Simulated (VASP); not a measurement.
A VASP calculation is set up with these files.

**KPOINTS**
```
Automatic mesh
0
Gamma
9 9 9
```

### INCAR
```
SYSTEM=NiSi2
PREC=Accurate; ENCUT=520; LREAL=.FALSE.
LASPH=.TRUE.
EDIFF=1E-6; NELM=100; ALGO=Normal
LMAXMIX=4
ISMEAR=1; SIGMA=0.1
GGA=RP
IBRION=2; NSW=60; ISIF=3
EDIFFG=-0.02
LWAVE=.FALSE.; LCHARG=.FALSE.
```

POSCAR:
```
NiSi2
1.0
  0.0000000000   2.7355105481   2.7355105481
  2.7355105481   0.0000000000   2.7355105481
  2.7355105481   2.7355105481   0.0000000000
Si Ni
2 1
direct
  0.2500000000   0.2500000000   0.2500000000
  0.7500000000   0.7500000000   0.7500000000
  0.0000000000   0.0000000000   0.0000000000
```

POTCAR, in this order: Si Ni (PBE.64 set). Program: vasp_std.

Problem. Write an equivalent input for Quantum ESPRESSO's pw.x.

Solution. One equivalent input (not run):
```
&CONTROL
  calculation = 'vc-relax'
  pseudo_dir = './pseudo'
  outdir = './out'
  tprnfor = .true.
  tstress = .true.
  nstep = 60
  forc_conv_thr = 0.00078
/
&SYSTEM
  ibrav = 0
  nat = 3
  ntyp = 2
  ecutwfc = 98
  occupations = 'smearing'
  smearing = 'methfessel-paxton'
  degauss = 0.00735
  input_dft = 'rpbe'
/
&ELECTRONS
  conv_thr = 7.3e-08
  electron_maxstep = 100
/
&IONS
/
&CELL
/
ATOMIC_SPECIES
  Si 28.085 Si.upf
  Ni 58.693 Ni.upf
CELL_PARAMETERS angstrom
    -0.0000000    2.7355105    2.7355105
     2.7355105    0.0000000    2.7355105
     2.7355105    2.7355105   -0.0000000
ATOMIC_POSITIONS crystal
  Si   0.2500000  0.2500000  0.2500000
  Si   0.7500000  0.7500000  0.7500000
  Ni   0.0000000  0.0000000  0.0000000
K_POINTS automatic
  9 9 9 0 0 0
```
Limits of the translation: the potentials are each code's own (VASP's PAW set, PseudoDojo norm-conserving files in pw.x), so ENCUT and ecutwfc are chosen apart and not converted; conv_thr bounds pw.x's estimated SCF error, while EDIFF bounds the energy change between steps; forc_conv_thr acts on force components and is met together with etot_conv_thr.

The compound is NiSi2 in the fluorite structure. This run relaxes it. Symmetry was kept, so distortions that lower it aren't found. The start is the result of an earlier pass.
